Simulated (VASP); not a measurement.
Consider the following.

```
CELL_PARAMETERS angstrom
      4.76009     0.00000     0.00000
      0.00000     4.76009     0.00000
      0.00000     0.00000     4.76009
ATOMIC_POSITIONS crystal
  Si 0.50000 0.50000 0.50000
  Si 0.00000 0.00000 0.00000
  Mo 0.25000 0.00000 0.50000
  Mo 0.50000 0.25000 0.00000
  Mo 0.50000 0.75000 0.00000
  Mo 0.75000 0.00000 0.50000
  Mo 0.00000 0.50000 0.75000
  Mo 0.00000 0.50000 0.25000
```

All values below come from PBEsol GGA, VASP's PBE PAW potentials (set 64) (plane waves; VASP 6.6.1). Numerical set-up: 500 eV cut-off, 7×7×7 Γ-centred mesh, first-order Methfessel-Paxton smearing of 0.10 eV, potentials Si Mo_sv.

Problem. Estimate the energy per atom (σ→0), pressure, band gap (on the k-mesh) with the smallest direct gap where there is one.

Solution. 
The band gap (on the k-mesh) is none (metal, semimetal or under 0.01 eV) and the energy per atom (σ→0) is -1021.7 kJ/mol-atom. The pressure comes out as 19.97 GPa.

Only differences to runs with the same potentials and settings are physical.

The compound is Mo3Si in the A15 structure. It was relaxed first under an external pressure of 20 GPa.
